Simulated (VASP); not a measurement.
VASP ran on this input.

**INCAR**
```
! general
SYSTEM  = NaI
PREC    = Accurate
ENCUT   = 500   ! plane-wave cut-off (eV)
LREAL   = .FALSE.   ! projection in real space or not
LASPH   = .TRUE.   ! aspherical one-centre terms

! electronic loop
EDIFF   = 1E-6
NELM    = 100   ! most electronic steps
ALGO    = Normal   ! blocked Davidson
LMAXMIX = 4

! smearing
ISMEAR  = 0   ! Gaussian
SIGMA   = 0.05   ! width (eV)

! ions
IBRION  = 2   ! conjugate gradients
NSW     = 40   ! most ionic steps
ISIF    = 3
EDIFFG  = -0.02
PSTRESS = 300   ! kbar

! output
LWAVE   = .FALSE.
LCHARG  = .FALSE.
```

POSCAR:
```
NaI
1.0
  0.0000000000   2.7565702517   2.7565702517
  2.7565702517   0.0000000000   2.7565702517
  2.7565702517   2.7565702517   0.0000000000
Na I
1 1
Cart
  0.0000000000   0.0000000000   0.0000000000
  2.7565702517   2.7565702517   2.7565702517
```

File KPOINTS:
```
Automatic
0
Gamma
8 8 8
```

POTCAR, in this order: Na_pv I (LDA.64 set). Program: vasp_std.

Question: Write an equivalent input for Ansatz.

Answer: One equivalent input (not run):
Ansatz 0.2 input:
```yaml
crystal:
  lattice:
    - [0.0000000, 2.7565703, 2.7565703]
    - [2.7565703, 0.0000000, 2.7565703]
    - [2.7565703, 2.7565703, 0.0000000]
  atoms:
    - { symbol: Na, position: [0.0000000, 0.0000000, 0.0000000] }
    - { symbol: I, position: [0.5000000, 0.5000000, 0.5000000] }
kpoints:
  mp_grid: { grid: [8, 8, 8] }
hamiltonian:
  xc: lda
  pseudopotentials: { kind: paw }
scf:
  occupations: { method: gaussian, width: 0.05 }
  max_iter: 100
relax:
  max_steps: 40
  f_tol: 0.02
  cell: { p_target: 30 }
output: { forces: true, stress: true, eigenvalues: true }
```
The two are equivalent in intent, not identical: each code has its own PAW files, so the cut-off isn't converted (ENCUT is set for VASP's; basis.ecutwfc is left out, and Ansatz then takes the one that its files recommend); Ansatz stops its SCF on the density residual and VASP on the energy change (EDIFF); Ansatz's lda is the Perdew-Wang form, while the LDA potentials of VASP carry Perdew-Zunger's.

The compound is NaI in the rock salt structure. This run relaxes it under an external pressure of 30 GPa. Symmetry was kept, so distortions that lower it aren't found.
